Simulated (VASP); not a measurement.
Output of a VASP run:

File OSZICAR:
```
       N       E                     dE             d eps       ncg     rms          rms(c)
DAV:   1     0.844620134055E+02    0.84462E+02   -0.72695E+03  2520   0.125E+03
DAV:   2    -0.208934657456E+02   -0.10536E+03   -0.10147E+03  2580   0.328E+02
DAV:   3    -0.273679608570E+02   -0.64745E+01   -0.61640E+01  3796   0.778E+01
DAV:   4    -0.275809754042E+02   -0.21301E+00   -0.21221E+00  3080   0.130E+01
DAV:   5    -0.275906400285E+02   -0.96646E-02   -0.96633E-02  3820   0.249E+00    0.127E+01
DAV:   6    -0.230889218750E+02    0.45017E+01   -0.11698E+01  3384   0.526E+01    0.323E+00
DAV:   7    -0.224409580586E+02    0.64796E+00   -0.13466E+00  3024   0.151E+01    0.258E+00
DAV:   8    -0.226222757252E+02   -0.18132E+00   -0.34902E-01  3372   0.532E+00    0.132E+00
DAV:   9    -0.226319347231E+02   -0.96590E-02   -0.79660E-02  2860   0.375E+00    0.517E-01
DAV:  10    -0.225765250858E+02    0.55410E-01   -0.12898E-01  2580   0.468E+00    0.176E-01
DAV:  11    -0.226389524957E+02   -0.62427E-01   -0.33877E-02  2624   0.185E+00    0.116E-01
DAV:  12    -0.226393404144E+02   -0.38792E-03   -0.90914E-04  3136   0.305E-01    0.111E-01
DAV:  13    -0.226391480896E+02    0.19232E-03   -0.53428E-04  2600   0.291E-01    0.841E-02
DAV:  14    -0.226398768380E+02   -0.72875E-03   -0.57874E-04  2752   0.323E-01    0.488E-02
DAV:  15    -0.226394995072E+02    0.37733E-03   -0.11483E-04  2860   0.143E-01    0.408E-02
DAV:  16    -0.226398984668E+02   -0.39896E-03   -0.27824E-05  2688   0.765E-02    0.308E-02
DAV:  17    -0.226397732846E+02    0.12518E-03   -0.10309E-05  3124   0.374E-02    0.986E-03
DAV:  18    -0.226398662736E+02   -0.92989E-04   -0.20575E-06  2088   0.164E-02    0.613E-03
DAV:  19    -0.226398278076E+02    0.38466E-04   -0.36288E-07  1320   0.745E-03    0.418E-03
DAV:  20    -0.226398427061E+02   -0.14899E-04   -0.43471E-07  1284   0.881E-03    0.865E-04
DAV:  21    -0.226398151663E+02    0.27540E-04   -0.15804E-07  1276   0.437E-03    0.607E-04
DAV:  22    -0.226398154544E+02   -0.28810E-06   -0.47136E-08  1280   0.214E-03
   1 F= -.22639815E+02 E0= -.22639881E+02  d E =-.226398E+02
       N       E                     dE             d eps       ncg     rms          rms(c)
DAV:   1    -0.226399733966E+02   -0.15823E-03   -0.66239E-03  2616   0.135E+00    0.800E-02
DAV:   2    -0.226398831329E+02    0.90264E-04   -0.40305E-04  2708   0.216E-01    0.412E-02
DAV:   3    -0.226398579437E+02    0.25189E-04   -0.39768E-05  3084   0.889E-02    0.186E-02
DAV:   4    -0.226398502143E+02    0.77294E-05   -0.13535E-05  2952   0.427E-02    0.360E-03
DAV:   5    -0.226398608573E+02   -0.10643E-04   -0.39169E-06  2772   0.238E-02    0.155E-03
DAV:   6    -0.226398530398E+02    0.78175E-05   -0.12067E-06  1612   0.145E-02    0.634E-04
DAV:   7    -0.226398560784E+02   -0.30386E-05   -0.16501E-07  1320   0.620E-03    0.403E-04
DAV:   8    -0.226398538744E+02    0.22039E-05   -0.51716E-08  1296   0.361E-03    0.914E-05
DAV:   9    -0.226398544304E+02   -0.55599E-06   -0.21034E-08  1288   0.207E-03
   2 F= -.22639854E+02 E0= -.22639929E+02  d E =-.389761E-04
```

File OUTCAR:
```
------------------------ aborting loop because EDIFF is reached ----------------------------------------
  FORCE on cell =-STRESS in cart. coord.  units (eV):
  Direction    XX          YY          ZZ          XY          YZ          ZX
  --------------------------------------------------------------------------------------
  Total       -0.0126079     -0.0126079      0.0042468      0.0000000     -0.0000000      0.0000000
  in kB       -0.6802857     -0.6802858      0.2291472      0.0000001     -0.0000000      0.0000000
  external PRESSURE =      -0.3771414 kB  Pullay stress =       0.0000000 kB
  volume of cell :       29.69
      direct lattice vectors                 reciprocal lattice vectors
     2.860568513  0.000000094 -0.000000000     0.349580853  0.201830635  0.000000000
    -1.430284588  2.477325139  0.000000000    -0.000000013  0.403661177  0.000000000
     0.000000000 -0.000000000  4.190107536     0.000000000 -0.000000000  0.238657359
 POSITION                                       TOTAL-FORCE (eV/Angst)
 -----------------------------------------------------------------------------------
     -0.00000      0.00000      0.00000        -0.000000      0.000000      0.000000
      1.43029      0.82577      2.09505         0.000000     -0.000000      0.000000
 -----------------------------------------------------------------------------------
    total drift:                               -0.000038      0.000020     -0.000000
  FREE ENERGIE OF THE ION-ELECTRON SYSTEM (eV)
  ---------------------------------------------------
  free  energy   TOTEN  =       -22.6398544304 eV

  energy  without entropy=      -22.6400774286  energy(sigma->0) =      -22.63992876

 reached required accuracy - stopping structural energy minimisation
```
(Selected blocks of OUTCAR.)

**POSCAR**
```
TiSi
1
    2.8620364936     0.0000000940    -0.0000000000
   -1.4310185788     2.4785964482    -0.0000000000
   -0.0000000000    -0.0000000000     4.1858629108
Ti Si
1 1
Direct
  0.0000000000   0.0000000000   0.0000000000
  0.6666670000   0.3333330000   0.5000000000
```

Task: Reconstruct the remaining input files.

Result: One answer among several that fit: the input of the run itself, r2SCAN meta-GGA, plane waves, VASP's PBE PAW potentials (set 64).

**INCAR**
```
SYSTEM = TiSi
PREC = Accurate
ENCUT = 400
EDIFF = 1E-6
NELM = 100
ALGO = Normal
LREAL = .FALSE.
LASPH = .TRUE.
ISMEAR = 1
SIGMA = 0.1
METAGGA = R2SCAN
LMIXTAU = .TRUE.
LMAXMIX = 4
LWAVE = .FALSE.
LCHARG = .FALSE.
IBRION = 2
ISIF = 3
NSW = 60
EDIFFG = -0.01
```

File KPOINTS:
```
Automatic mesh
0
Gamma
13 13 8
0 0 0
```

POTCAR, in this order: Ti_sv Si (PBE.64 set). Program: vasp_std.

The structure was generated: TiSi was put into the WC type (P-6m2), which need not be its known phase. This run relaxes it. Symmetry was kept, so distortions that lower it aren't found. The start is the result of an earlier pass.
